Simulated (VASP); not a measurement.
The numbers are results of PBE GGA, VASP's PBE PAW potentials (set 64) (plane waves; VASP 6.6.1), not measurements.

VASP input:

File POSCAR:
```
MgO
1.0
  0.0000000000   2.0490647658   2.0490647658
  2.0490647658   0.0000000000   2.0490647658
  2.0490647658   2.0490647658   0.0000000000
Mg O
1 1
Cartesian
  0.0000000000   0.0000000000   0.0000000000
  2.0490647658   2.0490647658   2.0490647658
```

**INCAR**
```
SYSTEM=MgO
PREC=Accurate; ENCUT=620; LREAL=.FALSE.
LASPH=.TRUE.
EDIFF=1E-6; NELM=100; ALGO=Normal
ISMEAR=0; SIGMA=0.05
GGA=PE
IBRION=2; NSW=40; ISIF=3
EDIFFG=-0.02; PSTRESS=200
LWAVE=.FALSE.; LCHARG=.FALSE.
```

KPOINTS:
```
kpoints
0
gamma
  11 11 11
0 0 0
```

POTCAR, in this order: Mg O (PBE.64 set). Program: vasp_std.

The resulting files:

### OSZICAR
```
       N       E                     dE             d eps       ncg     rms          rms(c)
DAV:   1     0.204648565254E+02    0.20465E+02   -0.54260E+03   992   0.105E+03
DAV:   2    -0.129079963261E+02   -0.33373E+02   -0.31880E+02  1152   0.159E+02
DAV:   3    -0.133866028476E+02   -0.47861E+00   -0.47861E+00  1160   0.220E+01
DAV:   4    -0.133873662909E+02   -0.76344E-03   -0.76344E-03  1240   0.832E-01
DAV:   5    -0.133873669217E+02   -0.63078E-06   -0.63078E-06  1176   0.157E-02    0.732E+00
DAV:   6    -0.118192104162E+02    0.15682E+01   -0.94736E+00   896   0.225E+01    0.216E+00
DAV:   7    -0.118066316684E+02    0.12579E-01   -0.30934E-02   984   0.233E+00    0.131E+00
DAV:   8    -0.118017059775E+02    0.49257E-02   -0.20026E-02   920   0.221E+00    0.127E-01
DAV:   9    -0.118016979701E+02    0.80074E-05   -0.28653E-04  1272   0.149E-01    0.614E-02
DAV:  10    -0.118017885792E+02   -0.90609E-04   -0.95153E-05   928   0.109E-01    0.487E-03
DAV:  11    -0.118017885760E+02    0.32338E-08   -0.44627E-07  1192   0.843E-03
   1 F= -.96538767E+01 E0= -.96538767E+01  d E =-.965388E+01
```

File OUTCAR:
```
------------------------ aborting loop because EDIFF is reached ----------------------------------------
  FORCE on cell =-STRESS in cart. coord.  units (eV):
  Direction    XX          YY          ZZ          XY          YZ          ZX
  --------------------------------------------------------------------------------------
  Total        2.1442857      2.1442857      2.1442857      0.0000000     -0.0000000      0.0000000
  in kB      199.6623478    199.6623478    199.6623478      0.0000000     -0.0000000      0.0000000
  external PRESSURE =      -0.3376522 kB  Pullay stress =     200.0000000 kB
  volume of cell :       17.21
      direct lattice vectors                 reciprocal lattice vectors
     0.000000000  2.049064766  2.049064766    -0.244013761  0.244013761  0.244013761
     2.049064766  0.000000000  2.049064766     0.244013761 -0.244013761  0.244013761
     2.049064766  2.049064766  0.000000000     0.244013761  0.244013761 -0.244013761
  FREE ENERGIE OF THE ION-ELECTRON SYSTEM (eV)
  ---------------------------------------------------
  free  energy   TOTEN  =       -11.8017885760 eV

  energy  without entropy=      -11.8017885760  energy(sigma->0) =      -11.80178858
  enthalpy is  TOTEN    =        -9.6538766683 eV   P V=        2.1479119076

 reached required accuracy - stopping structural energy minimisation
```
(Selected blocks of OUTCAR.)

The compound is MgO in the rock salt structure. It was relaxed first under an external pressure of 20 GPa.
